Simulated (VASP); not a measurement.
Calculation: PBE GGA, VASP's PBE PAW potentials (set 64) (plane waves; VASP).

VASP input:

**POSCAR**
```
MgSe
1
    0.0000000000     2.7300000000     2.7300000000
    2.7300000000     0.0000000000     2.7300000000
    2.7300000000     2.7300000000     0.0000000000
Mg Se
1 1
Direct
  0.0000000000   0.0000000000   0.0000000000
  0.5000000000   0.5000000000   0.5000000000
```

INCAR:
```
ALGO  =  Normal
EDIFF  =  1E-6
ENCUT  =  400
GGA  =  PE
ISIF  =  2
ISMEAR  =  0
KGAMMA  =  .FALSE.
KSPACING  =  0.8
LASPH  =  .TRUE.
LCHARG  =  .FALSE.
LMAXMIX  =  4
LREAL  =  .FALSE.
LWAVE  =  .FALSE.
NELM  =  100
PREC  =  Accurate
SIGMA  =  0.05
SYSTEM  =  MgSe
```

POTCAR, in this order: Mg Se (PBE.64 set). Program: vasp_std.

Gaps are read on the run's mesh, which can miss a band edge.

Problem. What does the run give for the energy per atom (σ→0), pressure, band gap (on the k-mesh)?

Solution. 
The energy per atom (σ→0) is -3.592 eV/atom and the band gap (on the k-mesh) is 2.52 eV. The pressure is 3.18 GPa.

OSZICAR:
```
...
DAV:   6    -0.723872389273E+01    0.31964E+00   -0.63914E-01    80   0.384E+00    0.197E+00
DAV:   7    -0.718384051853E+01    0.54883E-01   -0.30314E-01    80   0.282E+00    0.999E-01
DAV:   8    -0.718464084680E+01   -0.80033E-03   -0.11384E-02    64   0.801E-01    0.204E-01
DAV:   9    -0.718462125385E+01    0.19593E-04   -0.15313E-04    88   0.961E-02    0.127E-01
DAV:  10    -0.718466155931E+01   -0.40305E-04   -0.18421E-04    80   0.827E-02    0.362E-02
DAV:  11    -0.718465476613E+01    0.67932E-05   -0.26655E-05    96   0.261E-02    0.127E-02
DAV:  12    -0.718465478408E+01   -0.17944E-07   -0.34416E-06    64   0.106E-02
   1 F= -.71846548E+01 E0= -.71846548E+01  d E =-.547577E-12
```

The compound is MgSe in the rock salt structure. The cell was not relaxed at this level. The run is one of a series of settings (KGAMMA = .FALSE., KSPACING = 0.8, KPOINTS file removed against the base run), some of them coarse on purpose.
